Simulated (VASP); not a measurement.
OSZICAR of a VASP run on Pt (fcc):

File OSZICAR:
```
       N       E                     dE             d eps       ncg     rms          rms(c)
DAV:   1     0.255898697458E+02    0.25590E+02   -0.41460E+03  2136   0.716E+02
DAV:   2    -0.638679572572E+01   -0.31977E+02   -0.30141E+02  1962   0.156E+02
DAV:   3    -0.670352210437E+01   -0.31673E+00   -0.30968E+00  2245   0.149E+01
DAV:   4    -0.670465179107E+01   -0.11297E-02   -0.11296E-02  2189   0.903E-01
DAV:   5    -0.670465950031E+01   -0.77092E-05   -0.77087E-05  2148   0.664E-02    0.108E+01
DAV:   6    -0.633818604421E+01    0.36647E+00   -0.10659E+00  1912   0.915E+00    0.568E+00
DAV:   7    -0.630532211558E+01    0.32864E-01   -0.13399E-01  2025   0.317E+00    0.245E+00
DAV:   8    -0.630235116842E+01    0.29709E-02   -0.30770E-03  2016   0.518E-01    0.464E-01
DAV:   9    -0.630222817576E+01    0.12299E-03   -0.34433E-05  2012   0.595E-02    0.177E-02
DAV:  10    -0.630223281827E+01   -0.46425E-05   -0.18294E-06  2133   0.145E-02    0.316E-03
DAV:  11    -0.630223286209E+01   -0.43825E-07   -0.51720E-08  1004   0.213E-03
   1 F= -.63022329E+01 E0= -.63009606E+01  d E =-.254443E-02
```

**Question.** Which electronic solver shows in the log?

**Answer.** It is blocked Davidson (ALGO = Normal, or the opening steps of other solvers). The INCAR had ALGO = Normal.

**Question.** Can the final energy be trusted as converged?

**Answer.** The run converged. It stopped with EDIFF = 1E-6, NELM = 100 (PBE GGA, plane waves, VASP's PBE PAW potentials (set 64)). The cell is charged, with a uniform compensating background.

The compound is Pt in the fcc structure. The cell was not relaxed at this level. The run is one of a series of settings (ISMEAR = 0, NELECT = 9.98, SIGMA = 0.05 against the base run), some of them coarse on purpose.
